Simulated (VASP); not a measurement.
# BeCdO2 (P6mm) in VASP: relaxation of cell and atoms with PBE

Aim: the relaxation of cell and atoms of BeCdO2 with PBE.

Everything below comes from runs of VASP 6.6.1. Logs are shortened: lines on timing, memory, paths and dates and some standing lists are left out, and cuts for length are marked.

### 1 Starting point

It takes space group P6mm (No. 183, hexagonal). The conventional cell has a = 3.196 Å, b = 3.196 Å, c = 6.772 Å, α = 90.00°, β = 90.00°, γ = 120.00°. Be (site symmetry 6mm) has 6 O at 1.99 Å as nearest neighbours. Cd (site symmetry 6mm) is surrounded by 6 Cd at 3.20 Å and 6 O at 3.20 Å and 2 Be at 3.36 to 3.42 Å. O (site symmetry 3m) is surrounded by 3 O at 1.84 Å and 3 Be at 1.99 Å.

The cell was built by a generator and needn't be a form met in nature.

### 2 Relaxation of cell and atoms, PBE

The input, INCAR:

```
SYSTEM = BeCdO2
PREC = Normal
ENCUT = 520
EDIFF = 1E-4
ISMEAR = 0
SIGMA = 0.15
LREAL = .False.
LASPH = .True.
NELM = 60
ALGO = Fast
ISIF = 3
LWAVE = .False.
LCHARG = .False.
GGA = PE
IBRION = 2
NSW = 24
EDIFFG = -0.08
```

The input, KPOINTS:

```
Automatic mesh
0
Gamma
  6 6 3
  0 0 0
```

The input, POSCAR:

```
BeCdO2
1.0
    3.1955831800      0.0000000000      0.0000000000
   -1.5977915900      2.7674562200      0.0000000000
    0.0000000000      0.0000000000      6.7717052900
Be Cd O
1 1 2
Direct
    0.0000000000      0.0000000000      0.2038771000
    0.0000000000      0.0000000000      0.6994058900
    0.3333333300      0.6666666700      0.3134524700
    0.6666666700      0.3333333300      0.3134524700
```

Potentials or basis: VASP PAW PBE potentials, release 64 (Be, Cd, O).

Started as:

```console
$ cat potpaw_PBE.64/Be/POTCAR potpaw_PBE.64/Cd/POTCAR potpaw_PBE.64/O/POTCAR > POTCAR
$ mpirun -np 1 vasp_std > vasp.out
```

OUTCAR:

```text
SYSTEM = BeCdO2
   PREC = Normal
   ENCUT = 520
   EDIFF = 1E-4
   ISMEAR = 0
   LREAL = .False.
   LASPH = .True.
   NELM = 60
   ISIF = 3
   GGA = PE
   IBRION = 2
   NSW = 24
   EDIFFG = -0.08

 ion  position               nearest neighbor table
   1  0.000  0.000  0.204-   3 1.99   4 1.99   4 1.99   3 1.99   4 1.99   3 1.99
   2  0.000  0.000  0.699-
   3  0.333  0.667  0.313-   4 1.84   4 1.84   4 1.84   1 1.99   1 1.99   1 1.99
   4  0.667  0.333  0.313-   3 1.84   3 1.84   3 1.84   1 1.99   1 1.99   1 1.99

  LATTYP: Found a hexagonal cell.
 ALAT       =     3.1955831800
 C/A-ratio  =     2.1190827804

  Lattice vectors:

 A1 = (   3.1955831800,   0.0000000000,   0.0000000000)
 A2 = (  -1.5977915900,   2.7674562200,   0.0000000000)
 A3 = (   0.0000000000,   0.0000000000,   6.7717052900)

Analysis of symmetry for initial positions (statically):
=====================================================================
 Subroutine PRICEL returns:
 Original cell was already a primitive cell.

 Routine SETGRP: Setting up the symmetry group for a
 hexagonal supercell.

 Subroutine GETGRP returns: Found 12 space group operations
 (whereof 12 operations were pure point group operations)
 out of a pool of 24 trial point group operations.

The static configuration has the point symmetry C_6v.

Analysis of symmetry for dynamics (positions and initial velocities):
=====================================================================
 Subroutine PRICEL returns:
 Original cell was already a primitive cell.

 Routine SETGRP: Setting up the symmetry group for a
 hexagonal supercell.

 Subroutine GETGRP returns: Found 12 space group operations
 (whereof 12 operations were pure point group operations)
 out of a pool of 24 trial point group operations.

The dynamic configuration has the point symmetry C_6v.

 Subroutine INISYM returns: Found 12 space group operations
 (whereof 12 operations are pure point group operations),
 and found     1 'primitive' translations

----------------------------------------------------------------------------------------

                                     Primitive cell

  volume of cell :      59.8865

  direct lattice vectors                    reciprocal lattice vectors
     3.195583180  0.000000000  0.000000000     0.312931926  0.180671331  0.000000000
    -1.597791590  2.767456220  0.000000000     0.000000000  0.361342663  0.000000000
     0.000000000  0.000000000  6.771705290     0.000000000  0.000000000  0.147673290

  length of vectors
     3.195583180  3.195583185  6.771705290     0.361342664  0.361342663  0.147673290

  position of ions in fractional coordinates (direct lattice)
     0.000000000  0.000000000  0.203877100
     0.000000000  0.000000000  0.699405890
     0.333333330  0.666666670  0.313452470
     0.666666670  0.333333330  0.313452470

  ion indices of the primitive-cell ions
   primitive index   ion index
                 1           1
                 2           2
                 3           3
                 4           4

----------------------------------------------------------------------------------------

 KPOINTS: Automatic mesh

Automatic generation of k-mesh.
 Grid dimensions read from file:
 generate k-points for:    6    6    3

 Generating k-lattice:

  Cartesian coordinates                     Fractional coordinates (reciprocal lattice)
     0.052155321  0.030111889  0.000000000     0.166666667  0.000000000  0.000000000
     0.000000000  0.060223777  0.000000000     0.000000000  0.166666667  0.000000000
     0.000000000  0.000000000  0.049224430     0.000000000  0.000000000  0.333333333

  Length of vectors
     0.060223777  0.060223777  0.049224430

  Shift w.r.t. Gamma in fractional coordinates (k-lattice)
     0.000000000  0.000000000  0.000000000

 Subroutine IBZKPT returns following result:
 ===========================================

 Found     14 irreducible k-points:

 Following reciprocal coordinates:
            Coordinates               Weight
  0.000000  0.000000  0.000000      1.000000
  0.166667 -0.000000  0.000000      6.000000
  0.333333  0.000000  0.000000      6.000000
  0.500000 -0.000000  0.000000      3.000000
  0.166667  0.166667  0.000000      6.000000
  0.333333  0.166667  0.000000     12.000000
  0.333333  0.333333  0.000000      2.000000
  0.000000  0.000000  0.333333      2.000000
  0.166667 -0.000000  0.333333     12.000000
  0.333333  0.000000  0.333333     12.000000
  0.500000 -0.000000  0.333333      6.000000
  0.166667  0.166667  0.333333     12.000000
  0.333333  0.166667  0.333333     24.000000
  0.333333  0.333333  0.333333      4.000000
   k-points           NKPTS =     14   k-points in BZ     NKDIM =     14   number of bands    NBANDS=     17
   number of dos      NEDOS =    301   number of ions     NIONS =      4
   total plane-waves  NPLWV =  12960
   dimension x,y,z NGX =    18 NGY =   18 NGZ =   40
   dimension x,y,z NGXF=    36 NGYF=   36 NGZF=   80
   ions per type =               1   1   2
   NGX,Y,Z   is equivalent  to a cutoff of   9.36,  9.36,  9.82 a.u.
   NGXF,Y,Z  is equivalent  to a cutoff of  18.73, 18.73, 19.64 a.u.
 SYSTEM =  BeCdO2
   PREC   = normal    normal or accurate (medium, high low for compatibility)
   ISTART =      0    job   : 0-new  1-cont  2-samecut
   ICHARG =      2    charge: 1-file 2-atom 10-const
   ISPIN  =      1    spin polarized calculation?
   LNONCOLLINEAR =      F non collinear calculations
   LSORBIT =      F    spin-orbit coupling
   LASPH  =      T    aspherical Exc in radial PAW
   ENCUT  =  520.0 eV  38.22 Ry    6.18 a.u.   5.94  5.94 12.59*2*pi/ulx,y,z
   NELM   =     60;   NELMIN=  2; NELMDL= -5     # of ELM steps
   EDIFF  = 0.1E-03   stopping-criterion for ELM
   LREAL  =      F    real-space projection
   EDIFFG = -.8E-01   stopping-criterion for IOM
   NSW    =     24    number of steps for IOM
   IBRION =      2    ionic relax: 0-MD 1-quasi-New 2-CG
   NFREE  =      1    steps in history (QN), initial steepest desc. (CG)
   ISIF   =      3    stress and relaxation
   ISYM   =      2    0-nonsym 1-usesym 2-fastsym
   POTIM  = 0.5000    time-step for ionic-motion
   TEBEG  =    0.0;   TEEND  =   0.0 temperature during run
   PSTRESS=    0.0 pullay stress
   NELECT =      26.0000    total number of electrons
   NUPDOWN=      -1.0000    fix difference up-down
   EMIN   =  10.00;   EMAX   =-10.00  energy-range for DOS
   EFERMI =   0.00;   METHOD = LEGACY
   ISMEAR =     0;   SIGMA  =   0.15  broadening in eV -4-tet -1-fermi 0-gaus
   EFERMI_NEDOS =   21; number of points for ismear=-14 and -15
   IALGO  =     68    algorithm
   IMIX   =      4    mixing-type and parameters
     AMIX     =   0.40;   BMIX     =  1.00
     AMIX_MAG =   1.60;   BMIX_MAG =  1.00
  volume/ion in A,a.u.               =      14.97       101.03
  Fermi-wavevector in a.u.,A,eV,Ry     =   1.239623  2.342548 20.907600  1.536665
  Thomas-Fermi vector in A             =   2.374098
   LORBIT       =      0    0 simple, 1 ext, 2 COOP (PROOUT), +10 PAW based schemes
   GGA     = PE    functional components
   LHFCALC =     F    Hartree Fock is set to
   AEXX    =    0.0000 exact exchange contribution
   IVDW    =     0    specifies the selected vdW correction
   LEPSILON=     F    determine dielectric tensor
   LRPA    =     F    only Hartree local field effects (RPA)
 conjugate gradient relaxation of ions
 non-spin polarized calculation
 RMM-DIIS sequential band-by-band and
 Gauss-broadening in eV      SIGMA  =   0.15
  energy-cutoff  :      520.00
  volume of cell :       59.89
 maximum number of plane-waves:      1640
   NGX = 11   NGY = 11   NGZ = 25

--------------------------------------- Ionic step        1  -------------------------------------------

 number of electron      25.9999970 magnetization

 Free energy of the ion-electron system (eV)
  ---------------------------------------------------
  ext. energy  EPLUGINS =         0.00000000
  ---------------------------------------------------
  free energy    TOTEN  =       -12.72040107 eV

  energy without entropy =      -12.69322132  energy(sigma->0) =      -12.70681120

------------------------ aborting loop because EDIFF is reached ----------------------------------------

  FORCE on cell =-STRESS in cart. coord.  units (eV):
  Direction    XX          YY          ZZ          XY          YZ          ZX
  --------------------------------------------------------------------------------------
  -------------------------------------------------------------------------------------
  Total        4.7834899      4.7834899     -4.1144264     -0.0000000      0.0000000      0.0000000
  in kB      127.9754032    127.9754038   -110.0755694     -0.0000000      0.0000000      0.0000000
  external PRESSURE =      48.6250792 kB  Pullay stress =       0.0000000 kB
[... 95 lines left out ...]
  FREE ENERGIE OF THE ION-ELECTRON SYSTEM (eV)
  ---------------------------------------------------
  free  energy   TOTEN  =       -13.7642684663 eV

  energy  without entropy=      -13.7508657357  energy(sigma->0) =      -13.75756710

[... ionic steps 4 to 12 ...]

--------------------------------------- Ionic step       13  -------------------------------------------

 number of electron      26.0000012 magnetization

------------------------ aborting loop because EDIFF is reached ----------------------------------------

  FORCE on cell =-STRESS in cart. coord.  units (eV):
  Direction    XX          YY          ZZ          XY          YZ          ZX
  --------------------------------------------------------------------------------------
  -------------------------------------------------------------------------------------
  Total       -0.5670435     -0.5670435     -0.1800921      0.0000000      0.0000000      0.0000000
  in kB      -13.8375590    -13.8375591     -4.3947864      0.0000000      0.0000000      0.0000000
  external PRESSURE =     -10.6899682 kB  Pullay stress =       0.0000000 kB
[... 61 lines left out ...]
  energy  without entropy=      -14.1521209507  energy(sigma->0) =      -14.16152309

--------------------------------------- Ionic step       15  -------------------------------------------

 number of electron      26.0000016 magnetization

 Free energy of the ion-electron system (eV)
  ---------------------------------------------------
  ext. energy  EPLUGINS =         0.00000000
  ---------------------------------------------------
  free energy    TOTEN  =       -14.17335635 eV

  energy without entropy =      -14.15593160  energy(sigma->0) =      -14.16464397

 E-fermi :   1.1026     XC(G=0):  -9.0873

 val. band max:        1.0156525538   @ k =   0.5000  -0.0000   0.0000
 cond. band min:       1.1244640212   @ k =   0.5000  -0.0000   0.3333
 fundamental gap:      0.1088114673
 Fermi energy:         1.1026420613

 k-point     1 :       0.0000    0.0000    0.0000
  band No.  band energies     occupation
      1     -19.5049      2.00000
      2     -13.0619      2.00000
      3      -7.4337      2.00000
      4      -7.1997      2.00000
      5      -7.1997      2.00000
      6      -6.9253      2.00000
[... 9 lines left out ...]
     16       5.8171      0.00000
     17       9.8649      0.00000
[... 289 lines left out ...]
  FREE ENERGIE OF THE ION-ELECTRON SYSTEM (eV)
  ---------------------------------------------------
  free  energy   TOTEN  =       -14.1733563469 eV

  energy  without entropy=      -14.1559316001  energy(sigma->0) =      -14.16464397

 reached required accuracy - stopping structural energy minimisation
```

Wall time 51 s (1 thread of Intel Xeon Platinum 8488C (Sapphire Rapids), shared host); peak memory 0.14 GiB.

Results:

| Property | Result |
| --- | --- |
| Free energy | -14.1734 eV |
| Relaxed volume | 16.15 Å³/atom |
| Relaxed cell | a = 3.332 Å, b = 3.332 Å, c = 6.719 Å, α = 90.00°, β = 90.00°, γ = 120.00° |
| Space group after relaxing (to 0.05 Å) | P6mm (No. 183) |
| Energy gained by relaxing | 363.2 meV/atom |
| Ionic steps | 15 |
| Pressure after relaxing | 0.4 GPa |
| Largest force after relaxing | 0.008 eV/Å |
| Band gap on the k mesh | none (metal or under the smearing width) |

Forces on the atoms (eV/Å):
```
Be   0.000  0.000  0.006
Cd   0.000  0.000  0.008
O    0.000  0.000 -0.007
O    0.000  0.000 -0.007
```

Stress tensor (GPa, compression positive):
```
 0.67  0.00  0.00
 0.00  0.67  0.00
 0.00  0.00 -0.20
```

The path:
```
step  energy change (eV)  largest force (eV/Å)  pressure (GPa)  volume (Å³)
   1              0.0000                3.0561            4.86        59.89
   2             -0.9484                1.9386           -3.29        63.67
   3             -1.0439                1.4182           -5.31        65.01
   4             -1.3040                0.5617           -0.47        60.57
   5             -1.3312                0.4526            1.90        58.81
   6             -1.3313                0.4549            2.28        58.64
   7             -1.3741                0.3937            1.04        59.83
   8             -1.3977                0.3233           -0.76        61.63
   9             -1.4249                0.3321            0.95        61.62
  10             -1.4265                0.3520            1.37        61.60
  11             -1.4469                0.2152            0.02        63.56
  12             -1.4496                0.1688           -0.26        64.25
  13             -1.4496                0.0850           -1.07        65.65
  14             -1.4505                0.1258           -0.68        64.95
  15             -1.4530                0.0081            0.38        64.61
```

Final structure:
```cif
data_structure
_symmetry_space_group_name_H-M 'P 1'
_symmetry_Int_Tables_number 1
_cell_length_a 3.3322
_cell_length_b 3.3322
_cell_length_c 6.7190
_cell_angle_alpha 90.000
_cell_angle_beta 90.000
_cell_angle_gamma 120.000
_cell_volume 64.61
loop_
_atom_site_label
_atom_site_type_symbol
_atom_site_fract_x
_atom_site_fract_y
_atom_site_fract_z
_atom_site_occupancy
Be1 Be 0.00000 0.00000 0.26208 1
Cd1 Cd 0.00000 0.00000 0.73994 1
O1 O 0.33333 0.66667 0.26408 1
O2 O 0.66667 0.33333 0.26408 1
```

Levels at points of the mesh, in eV from the Fermi level:
```csv
k point,band 9,band 10,band 11,band 12,band 13,band 14,band 15,band 16,band 17
"(0.00, 0.00, 0.00)",-5.13,-5.13,-4.81,-1.74,-1.74,0.15,1.92,4.71,8.76
"(0.50, 0.00, 0.00)",-5.23,-3.04,-1.83,-0.09,0.04,0.36,1.55,3.34,7.42
```

Caveat: the k mesh is coarse (spacing up to 0.38 Å⁻¹), so the values aren't converged; the relaxation stopped at a loose force limit of 0.08 eV/Å, so its end isn't a converged minimum.
